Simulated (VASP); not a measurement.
All values below come from G0W0 on PBE orbitals, VASP's PBE PAW potentials (set 64) (plane waves; VASP).

A VASP calculation is set up with these files.

### INCAR
```
NELMGW = 1
ENCUTGW = 180
LREAL = .FALSE.   ! projection in real space or not
ENCUT = 500   ! plane-wave cut-off (eV)
LASPH = .TRUE.   ! aspherical one-centre terms
NBANDSGW = 16
LSPECTRALGW = .TRUE.
ALGO = EVGW0
SYSTEM = MgS
LCHARG = .FALSE.
PREC = Normal
NOMEGA = 64
LWAVE = .FALSE.
GGA = PE   ! PBE
NBANDS = 120
SIGMA = 0.01
ISMEAR = 0
```

**POSCAR**
```
MgS
1
    0.0000000000     2.6000000000     2.6000000000
    2.6000000000     0.0000000000     2.6000000000
    2.6000000000     2.6000000000     0.0000000000
Mg S
1 1
Direct
  0.0000000000   0.0000000000   0.0000000000
  0.5000000000   0.5000000000   0.5000000000
```

File KPOINTS:
```
Automatic
0
Gamma
6 6 6
```

POTCAR, in this order: Mg_sv_GW S_GW (PBE.64 set). Program: vasp_std. Read from the step before: WAVECAR, WAVEDER.

Output of the run:

OUTCAR:
```
 ion  position               nearest neighbor table
   1  0.000  0.000  0.000-
   2  0.500  0.500  0.500-
  LATTYP: Found a face centered cubic cell.
 ALAT       =     5.2000000000
 Subroutine PRICEL returns:
 Original cell was already a primitive cell.
 Subroutine GETGRP returns: Found 48 space group operations
The static configuration has the point symmetry O_h .
The dynamic configuration has the point symmetry O_h .
 Subroutine INISYM returns: Found 48 space group operations
 Subroutine IBZKPT returns following result:
 Found     16 irreducible k-points:

 Following reciprocal coordinates:
            Coordinates               Weight
  0.000000  0.000000  0.000000      1.000000
  0.166667  0.000000  0.000000      8.000000
  0.333333  0.000000  0.000000      8.000000
  0.500000  0.000000  0.000000      4.000000
  0.166667  0.166667  0.000000      6.000000
  0.333333  0.166667  0.000000     24.000000
  0.500000  0.166667  0.000000     24.000000
 -0.333333  0.166667  0.000000     24.000000
 -0.166667  0.166667  0.000000     12.000000
  0.333333  0.333333  0.000000      6.000000
  0.500000  0.333333  0.000000     24.000000
 -0.333333  0.333333  0.000000     12.000000
  0.500000  0.500000  0.000000      3.000000
  0.500000  0.333333  0.166667     24.000000
 -0.333333  0.333333  0.166667     24.000000
 -0.333333  0.500000  0.166667     12.000000
 Subroutine IBZKPT_HF returns following result:
   k-points           NKPTS =     16   k-points in BZ     NKDIM =    216   number of bands    NBANDS=    120
   number of dos      NEDOS =    301   number of ions     NIONS =      2
   total plane-waves  NPLWV =   8000
   dimension x,y,z NGX =    20 NGY =   20 NGZ =   20
   dimension x,y,z NGXF=    40 NGYF=   40 NGZF=   40
   ions per type =               1   1
   PREC   = normal    normal or accurate (medium, high low for compatibility)
...
```

### OSZICAR
```
energies w=
    0.000    0.000    1.266    0.000    2.529    0.000    3.787    0.000
    5.038    0.000    6.279    0.000    7.509    0.000    8.725    0.000
    9.928    0.000   11.115    0.000   12.288    0.000   13.444    0.000
   14.586    0.000   15.712    0.000   16.825    0.000   17.925    0.000
   19.012    0.000   20.089    0.000   21.158    0.000   22.218    0.000
   23.273    0.000   24.324    0.000   25.374    0.000   26.423    0.000
   27.476    0.000   28.532    0.000   29.596    0.000   30.670    0.000
   31.756    0.000   32.858    0.000   33.978    0.000   35.120    0.000
   36.288    0.000   37.485    0.000   38.716    0.000   39.985    0.000
   41.299    0.000   42.663    0.000   44.084    0.000   45.568    0.000
   47.125    0.000   48.765    0.000   50.498    0.000   52.337    0.000
   54.298    0.000   56.397    0.000   58.655    0.000   61.096    0.000
   63.750    0.000   66.651    0.000   69.841    0.000   73.373    0.000
   77.311    0.000   81.736    0.000   86.750    0.000   92.488    0.000
   99.122    0.000  106.886    0.000  116.100    0.000  127.213    0.000
  140.879    0.000  158.081    0.000  180.382    0.000  210.409    0.000
NQ=   1    0.0000    0.0000    0.0000,
 performed        448000 updates of chi_q(r,r)
NQ=   2    0.1667    0.0000    0.0000,
 performed       1249000 updates of chi_q(r,r)
NQ=   3    0.3333    0.0000    0.0000,
 performed       2050000 updates of chi_q(r,r)
NQ=   4    0.5000    0.0000    0.0000,
 performed       2659000 updates of chi_q(r,r)
NQ=   5    0.1667    0.1667    0.0000,
 performed       3372000 updates of chi_q(r,r)
NQ=   6    0.3333    0.1667    0.0000,
 performed       4496000 updates of chi_q(r,r)
NQ=   7    0.5000    0.1667    0.0000,
 performed       5620000 updates of chi_q(r,r)
NQ=   8   -0.3333    0.1667    0.0000,
 performed       6744000 updates of chi_q(r,r)
NQ=   9   -0.1667    0.1667    0.0000,
 performed       7668000 updates of chi_q(r,r)
NQ=  10    0.3333    0.3333    0.0000,
 performed       8381000 updates of chi_q(r,r)
NQ=  11    0.5000    0.3333    0.0000,
 performed       9505000 updates of chi_q(r,r)
NQ=  12   -0.3333    0.3333    0.0000,
 performed      10429000 updates of chi_q(r,r)
NQ=  13    0.5000    0.5000    0.0000,
 performed      10992000 updates of chi_q(r,r)
NQ=  14    0.5000    0.3333    0.1667,
 performed      12124000 updates of chi_q(r,r)
NQ=  15   -0.3333    0.3333    0.1667,
 performed      13156000 updates of chi_q(r,r)
NQ=  16   -0.3333    0.5000    0.1667,
 performed      14080000 updates of chi_q(r,r)
 resolving degeneracies of screened two electron integrals
```

OUTCAR:
```


 k-point   1 :       0.0000    0.0000    0.0000
  band No.  KS-energies  QP-energies   sigma(KS)   V_xc(KS)     V^pw_x(r,r')   Z            occupation Imag(sigma)

      1     -70.6295     -80.7960     -47.6548     -33.7302     -56.4684       0.7301       2.0000       0.7166
      2     -37.3850     -43.4531     -41.1181     -33.1150     -48.6175       0.7582       2.0000       0.4433
      3     -37.3850     -43.4531     -41.1181     -33.1150     -48.6175       0.7582       2.0000       0.4433
      4     -37.3850     -43.4531     -41.1181     -33.1150     -48.6175       0.7582       2.0000       0.4433
      5      -8.6071      -9.6863     -14.2775     -12.7672     -21.0401       0.7146       2.0000       1.8843
      6       4.0715       3.1053     -14.6953     -13.4448     -16.3133       0.7726       2.0000       0.2151
      7       4.0715       3.1053     -14.6953     -13.4448     -16.3133       0.7726       2.0000       0.2151
      8       4.0715       3.1053     -14.6953     -13.4448     -16.3133       0.7726       2.0000       0.2151
      9       7.8021       8.3349     -10.3419     -11.0075      -6.4824       0.8004       0.0000      -0.2207
     10      11.9868      12.6069      -8.7303      -9.5094      -4.4381       0.7960       0.0000      -0.2946
     11      11.9868      12.6069      -8.7303      -9.5094      -4.4381       0.7960       0.0000      -0.2946
     12      11.9868      12.6069      -8.7303      -9.5094      -4.4381       0.7960       0.0000      -0.2946
     13      14.3391      15.1652      -9.6656     -10.7198      -4.8561       0.7836       0.0000      -0.4154
     14      14.3391      15.1652      -9.6656     -10.7198      -4.8561       0.7836       0.0000      -0.4154
     15      16.6177      16.7871      -7.0687      -7.2836      -1.8521       0.7882       0.0000      -0.6296
     16      17.3497      18.0335      -9.5843     -10.4619      -3.9664       0.7792       0.0000      -0.7459

 k-point   2 :       0.1667    0.0000    0.0000
  band No.  KS-energies  QP-energies   sigma(KS)   V_xc(KS)     V^pw_x(r,r')   Z            occupation Imag(sigma)

      1     -70.6304     -80.7766     -47.6551     -33.7310     -56.4692       0.7287       2.0000       0.7167
      2     -37.3857     -43.4513     -41.1167     -33.1130     -48.6156       0.7578       2.0000       0.4435
      3     -37.3857     -43.4513     -41.1167     -33.1130     -48.6156       0.7578       2.0000       0.4435
      4     -37.3857     -43.4513     -41.1167     -33.1130     -48.6156       0.7578       2.0000       0.4435
      5      -8.3413      -9.3970     -14.3737     -12.8972     -21.0738       0.7149       2.0000       1.8245
      6       2.4418       1.4036     -13.8249     -12.4671     -15.7562       0.7646       2.0000       0.2710
      7       3.9016       2.9187     -14.5722     -13.2995     -16.2295       0.7723       2.0000       0.2204
      8       3.9016       2.9187     -14.5722     -13.2995     -16.2295       0.7723       2.0000       0.2204
      9       8.8958       9.4447     -10.3164     -11.0060      -6.3578       0.7958       0.0000      -0.2387
     10      11.7082      12.3067      -9.3072     -10.0629      -4.9652       0.7921       0.0000      -0.3073
     11      12.2519      12.9157      -9.0788      -9.9164      -4.6911       0.7925       0.0000      -0.3163
     12      12.2519      12.9157      -9.0788      -9.9164      -4.6911       0.7925       0.0000      -0.3163
     13      13.6747      14.4258      -9.4725     -10.4287      -4.7313       0.7855       0.0000      -0.4007
     14      13.6747      14.4258      -9.4725     -10.4287      -4.7313       0.7855       0.0000      -0.4007
     15      16.5535      17.1160      -9.0934      -9.8117      -3.5982       0.7832       0.0000      -0.6932
     16      19.0246      19.3670      -7.7542      -8.1847      -2.2620       0.7952       0.0000      -0.8150

 k-point   3 :       0.3333    0.0000    0.0000
  band No.  KS-energies  QP-energies   sigma(KS)   V_xc(KS)     V^pw_x(r,r')   Z            occupation Imag(sigma)

      1     -70.6290     -80.7852     -47.6549     -33.7306     -56.4685       0.7294       2.0000       0.7165
      2     -37.3901     -43.3478     -41.1095     -33.1002     -48.6053       0.7438       2.0000       0.4454
      3     -37.3857     -43.4448     -41.1158     -33.1132     -48.6147       0.7571       2.0000       0.4432
      4     -37.3857     -43.4448     -41.1158     -33.1132     -48.6147       0.7571       2.0000       0.4432
      5      -7.7001      -8.6959     -14.6760     -13.2793     -21.2258       0.7130       2.0000       1.6842
      6       0.2257      -0.9652     -13.1313     -11.5479     -15.8312       0.7521       2.0000       0.4171
      7       3.6079       2.5981     -14.3967     -13.0840     -16.1336       0.7692       2.0000       0.2309
      8       3.6079       2.5981     -14.3967     -13.0840     -16.1336       0.7692       2.0000       0.2309
      9       8.8566       9.3548      -9.2122      -9.8322      -5.3452       0.8035       0.0000      -0.2330
     10      11.3949      12.0995      -9.5024     -10.3902      -5.2224       0.7937       0.0000      -0.3019
     11      11.3949      12.0995      -9.5024     -10.3902      -5.2224       0.7937       0.0000      -0.3019
     12      13.4297      14.2144     -11.1217     -12.1416      -6.0596       0.7694       0.0000      -0.4481
     13      15.5144      16.2493      -9.4056     -10.3453      -4.3092       0.7820       0.0000      -0.5066
     14      15.5144      16.2493      -9.4056     -10.3453      -4.3092       0.7820       0.0000      -0.5066
     15      15.6590      16.1071      -8.4524      -9.0238      -3.1252       0.7843       0.0000      -0.6015
     16      22.8653      23.6614      -9.3166     -10.3165      -3.1594       0.7962       0.0000      -1.2244

 k-point   4 :       0.5000    0.0000    0.0000
  band No.  KS-energies  QP-energies   sigma(KS)   V_xc(KS)     V^pw_x(r,r')   Z            occupation Imag(sigma)

      1     -70.6283     -80.9009     -47.6547     -33.7303     -56.4681       0.7377       2.0000       0.7164
      2     -37.3918     -43.3198     -41.1061     -33.0954     -48.6006       0.7400       2.0000       0.4461
      3     -37.3860     -43.4375     -41.1149     -33.1126     -48.6137       0.7562       2.0000       0.4432
      4     -37.3860     -43.4375     -41.1149     -33.1126     -48.6137       0.7562       2.0000       0.4432
      5      -7.2908      -8.2416     -14.9419     -13.5997     -21.4027       0.7084       2.0000       1.5952
      6      -0.7667      -2.0236     -12.7562     -11.0721     -15.7999       0.7463       2.0000       0.5064
      7       3.4784       2.4567     -14.3313     -13.0008     -16.1043       0.7679       2.0000       0.2354
      8       3.4784       2.4567     -14.3313     -13.0008     -16.1043       0.7679       2.0000       0.2354
      9       8.6196       9.0995      -9.0937      -9.6901      -5.2992       0.8046       0.0000      -0.2266
     10      10.9676      11.6672      -9.5509     -10.4320      -5.3550       0.7939       0.0000      -0.2884
     11      10.9676      11.6672      -9.5509     -10.4320      -5.3550       0.7939       0.0000      -0.2884
     12      14.2239      15.0095     -10.9575     -11.9778      -5.5521       0.7699       0.0000      -0.5442
     13      16.2374      16.6807      -8.7647      -9.3382      -3.3270       0.7729       0.0000      -0.6239
     14      18.2522      19.2271     -10.4368     -11.6925      -4.8192       0.7764       0.0000      -0.6991
     15      18.2522      19.2271     -10.4368     -11.6925      -4.8192       0.7764       0.0000      -0.6991
     16      19.6328      20.0922      -8.3589      -8.9386      -2.5904       0.7923       0.0000      -0.9253

 k-point   5 :       0.1667    0.1667    0.0000
  band No.  KS-energies  QP-energies   sigma(KS)   V_xc(KS)     V^pw_x(r,r')   Z            occupation Imag(sigma)

      1     -70.6294     -80.7940     -47.6548     -33.7304     -56.4685       0.7300       2.0000       0.7166
      2     -37.3860     -43.4332     -41.1161     -33.1123     -48.6150       0.7555       2.0000       0.4436
      3     -37.3860     -43.4332     -41.1161     -33.1123     -48.6150       0.7555       2.0000       0.4436
      4     -37.3860     -43.4332     -41.1161     -33.1123     -48.6150       0.7555       2.0000       0.4436
      5      -8.2554      -9.3056     -14.4029     -12.9379     -21.0827       0.7168       2.0000       1.8053
      6       2.5364       1.5153     -13.8536     -12.5203     -15.7295       0.7658       2.0000       0.2644
      7       3.5407       2.5327     -14.3734     -13.0620     -16.1202       0.7687       2.0000       0.2325
      8       3.5407       2.5327     -14.3734     -13.0620     -16.1202       0.7687       2.0000       0.2325
      9       9.4128      10.0102     -10.8389     -11.5959      -6.7899       0.7892       0.0000      -0.2528
     10      10.5615      11.0699      -8.3396      -8.9726      -4.2694       0.8033       0.0000      -0.2624
     11      11.9745      12.6811      -9.6997     -10.5976      -5.1896       0.7870       0.0000      -0.3439
     12      13.1151      13.7946      -9.2932     -10.1551      -4.7219       0.7883       0.0000      -0.3530
     13      13.1151      13.7946      -9.2932     -10.1551      -4.7219       0.7883       0.0000      -0.3530
     14      14.7899      15.6308      -9.7420     -10.8164      -4.8220       0.7826       0.0000      -0.4500
     15      18.2723      18.9546      -9.4346     -10.3036      -3.7368       0.7851       0.0000      -0.8340
     16      18.2723      18.9546      -9.4346     -10.3036      -3.7368       0.7851       0.0000      -0.8340

 k-point   6 :       0.3333    0.1667    0.0000
  band No.  KS-energies  QP-energies   sigma(KS)   V_xc(KS)     V^pw_x(r,r')   Z            occupation Imag(sigma)

      1     -70.6282     -80.9630     -47.6546     -33.7300     -56.4678       0.7422       2.0000       0.7165
      2     -37.3891     -43.3615     -41.1108     -33.1032     -48.6072       0.7458       2.0000       0.4449
      3     -37.3862     -43.4331     -41.1150     -33.1118     -48.6141       0.7555       2.0000       0.4436
      4     -37.3862     -43.4331     -41.1150     -33.1118     -48.6141       0.7555       2.0000       0.4436
      5      -7.7399      -8.7381     -14.6332     -13.2326     -21.1900       0.7127       2.0000       1.6917
...
```
(Selected blocks of OUTCAR.)

The mesh is coarse and the basis finite, so the quasiparticle values are not converged.

The compound is MgS in the rock salt structure. The cell was not relaxed at this level.
